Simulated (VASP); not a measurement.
Level of theory: PBE GGA, VASP's PBE PAW potentials (set 64) (plane waves; VASP 6.6.1).

The input files of a VASP run:

**INCAR**
```
# general
SYSTEM =MgB2
PREC   =Accurate
ENCUT  =600
LREAL  =.FALSE.
LASPH  =.TRUE.   # aspherical one-centre terms

# electronic loop
EDIFF  =1E-7   # SCF stop (eV)
NELM   =100
ALGO   =Normal

# smearing
ISMEAR =1
SIGMA  =0.1

# functional
GGA    =PE

# ions
IBRION =2
NSW    =40   # most ionic steps
ISIF   =3   # ions, shape and volume
EDIFFG =-0.01
PSTRESS=10   # kbar

# output
LWAVE  =.FALSE.
LCHARG =.FALSE.
```

**KPOINTS**
```
kpoints
0
gamma
 10 10 8
0 0 0
```

**POSCAR**
```
MgB2
1
    1.5373360012    -2.6627435673     0.0000000000
    1.5373360012     2.6627435673    -0.0000000000
   -0.0000000000    -0.0000000000     3.4932637282
Mg B
1 2
Direct
  0.0000000000   1.0000000000   1.0000000000
  0.3333330000   0.6666670000   0.5000000000
  0.6666670000   0.3333330000   0.5000000000
```

POTCAR, in this order: Mg B (PBE.64 set). Program: vasp_std.

What VASP printed:

### OUTCAR
```
 ion  position               nearest neighbor table
   1  0.000  0.000  0.000-   2 2.49   3 2.49   2 2.49   3 2.49   3 2.49   3 2.49   2 2.49   2 2.49
                             3 2.49   3 2.49   2 2.49   2 2.49
   2  0.333  0.667  0.500-   3 1.78   3 1.78   3 1.78   1 2.49   1 2.49   1 2.49   1 2.49   1 2.49
                             1 2.49
   3  0.667  0.333  0.500-   2 1.78   2 1.78   2 1.78   1 2.49   1 2.49   1 2.49   1 2.49   1 2.49
                             1 2.49
  LATTYP: Found a hexagonal cell.
 ALAT       =     3.0746715736
 C/A-ratio  =     1.1361420706
 Subroutine PRICEL returns:
 Original cell was already a primitive cell.
 Subroutine GETGRP returns: Found 24 space group operations
The static configuration has the point symmetry D_6h.
The dynamic configuration has the point symmetry D_6h.
 Subroutine INISYM returns: Found 24 space group operations
 Subroutine IBZKPT returns following result:
 Found     70 irreducible k-points:

 Following reciprocal coordinates:
            Coordinates               Weight
  0.000000  0.000000  0.000000      1.000000
  0.100000 -0.000000  0.000000      6.000000
  0.200000 -0.000000  0.000000      6.000000
  0.300000  0.000000  0.000000      6.000000
  0.400000 -0.000000  0.000000      6.000000
  0.500000  0.000000  0.000000      3.000000
  0.100000  0.100000  0.000000      6.000000
  0.200000  0.100000  0.000000     12.000000
  0.300000  0.100000  0.000000     12.000000
  0.400000  0.100000  0.000000     12.000000
  0.200000  0.200000  0.000000      6.000000
  0.300000  0.200000  0.000000     12.000000
  0.400000  0.200000  0.000000      6.000000
  0.300000  0.300000  0.000000      6.000000
  0.000000  0.000000  0.125000      2.000000
  0.100000 -0.000000  0.125000     12.000000
  0.200000 -0.000000  0.125000     12.000000
  0.300000  0.000000  0.125000     12.000000
  0.400000 -0.000000  0.125000     12.000000
  0.500000  0.000000  0.125000      6.000000
  0.100000  0.100000  0.125000     12.000000
  0.200000  0.100000  0.125000     24.000000
  0.300000  0.100000  0.125000     24.000000
  0.400000  0.100000  0.125000     24.000000
  0.200000  0.200000  0.125000     12.000000
  0.300000  0.200000  0.125000     24.000000
  0.400000  0.200000  0.125000     12.000000
  0.300000  0.300000  0.125000     12.000000
  0.000000  0.000000  0.250000      2.000000
  0.100000 -0.000000  0.250000     12.000000
  0.200000 -0.000000  0.250000     12.000000
  0.300000  0.000000  0.250000     12.000000
  0.400000 -0.000000  0.250000     12.000000
  0.500000  0.000000  0.250000      6.000000
  0.100000  0.100000  0.250000     12.000000
  0.200000  0.100000  0.250000     24.000000
  0.300000  0.100000  0.250000     24.000000
  0.400000  0.100000  0.250000     24.000000
  0.200000  0.200000  0.250000     12.000000
  0.300000  0.200000  0.250000     24.000000
   k-points           NKPTS =     70   k-points in BZ     NKDIM =     70   number of bands    NBANDS=      8
   number of dos      NEDOS =    301   number of ions     NIONS =      3
   total plane-waves  NPLWV =  21952
   dimension x,y,z NGX =    28 NGY =   28 NGZ =   28
   dimension x,y,z NGXF=    56 NGYF=   56 NGZF=   56
   ions per type =               1   2
   PREC   = accura    normal or accurate (medium, high low for compatibility)
   ISTART =      0    job   : 0-new  1-cont  2-samecut
   ICHARG =      2    charge: 1-file 2-atom 10-const
   ISPIN  =      1    spin polarized calculation?
   LNONCOLLINEAR =      F non collinear calculations
   LSORBIT =      F    spin-orbit coupling
   INIWAV =      1    electr: 0-lowe 1-rand  2-diag
   ENCUT  =  600.0 eV  44.10 Ry    6.64 a.u.   6.14  6.14  6.98*2*pi/ulx,y,z
...
```

File OSZICAR:
```
       N       E                     dE             d eps       ncg     rms          rms(c)
DAV:   1     0.851641834618E+01    0.85164E+01   -0.42920E+03  1192   0.950E+02
DAV:   2    -0.166920853798E+02   -0.25209E+02   -0.24011E+02  1632   0.120E+02
DAV:   3    -0.170066646137E+02   -0.31458E+00   -0.31487E+00  1416   0.160E+01
DAV:   4    -0.170073957582E+02   -0.73114E-03   -0.73113E-03  1824   0.624E-01
DAV:   5    -0.170073959013E+02   -0.14310E-06   -0.14250E-06  1432   0.793E-03    0.525E+00
DAV:   6    -0.155893485824E+02    0.14180E+01   -0.23401E+00  1232   0.847E+00    0.256E+00
DAV:   7    -0.153276233057E+02    0.26173E+00   -0.12838E+00  1336   0.614E+00    0.741E-01
DAV:   8    -0.153269604920E+02    0.66281E-03   -0.72680E-02  1208   0.189E+00    0.296E-01
DAV:   9    -0.153227506813E+02    0.42098E-02   -0.13512E-02  1192   0.655E-01    0.541E-02
DAV:  10    -0.153227332584E+02    0.17423E-04   -0.12223E-03  1512   0.220E-01    0.278E-02
DAV:  11    -0.153226975405E+02    0.35718E-04   -0.16930E-04  1240   0.813E-02    0.201E-03
DAV:  12    -0.153226976959E+02   -0.15533E-06   -0.15726E-06  1592   0.118E-02    0.651E-04
DAV:  13    -0.153226977085E+02   -0.12609E-07   -0.15506E-08  1136   0.111E-03
   1 F= -.15144193E+02 E0= -.15144336E+02  d E =-.151442E+02
```

OUTCAR:
```
------------------------ aborting loop because EDIFF is reached ----------------------------------------
  FORCE on cell =-STRESS in cart. coord.  units (eV):
  Direction    XX          YY          ZZ          XY          YZ          ZX
  --------------------------------------------------------------------------------------
  Total        0.1820250      0.1820249      0.1584318      0.0000000      0.0000000      0.0000000
  in kB       10.1972282     10.1972244      8.8755136      0.0000000      0.0000000      0.0000000
  external PRESSURE =      -0.2433446 kB  Pullay stress =      10.0000000 kB
  volume of cell :       28.60
      direct lattice vectors                 reciprocal lattice vectors
     1.537336001 -2.662743567  0.000000000     0.325237944 -0.187776249  0.000000000
     1.537336001  2.662743567  0.000000000     0.325237944  0.187776249  0.000000000
     0.000000000  0.000000000  3.493263728     0.000000000  0.000000000  0.286265246
 POSITION                                       TOTAL-FORCE (eV/Angst)
 -----------------------------------------------------------------------------------
      0.00000      0.00000      0.00000         0.000000      0.000000      0.000000
      1.53734      0.88758      1.74663         0.000000     -0.000000      0.000000
      1.53734     -0.88758      1.74663        -0.000000      0.000000      0.000000
 -----------------------------------------------------------------------------------
    total drift:                               -0.000000     -0.000000      0.000000
  FREE ENERGIE OF THE ION-ELECTRON SYSTEM (eV)
  ---------------------------------------------------
  free  energy   TOTEN  =       -15.3226977085 eV

  energy  without entropy=      -15.3231250458  energy(sigma->0) =      -15.32284015
  enthalpy is  TOTEN    =       -15.1441933069 eV   P V=        0.1785044016

 reached required accuracy - stopping structural energy minimisation
```
(Selected blocks of OUTCAR.)

The compound is MgB2 in the AlB2 type structure. It was relaxed first under an external pressure of 1 GPa.
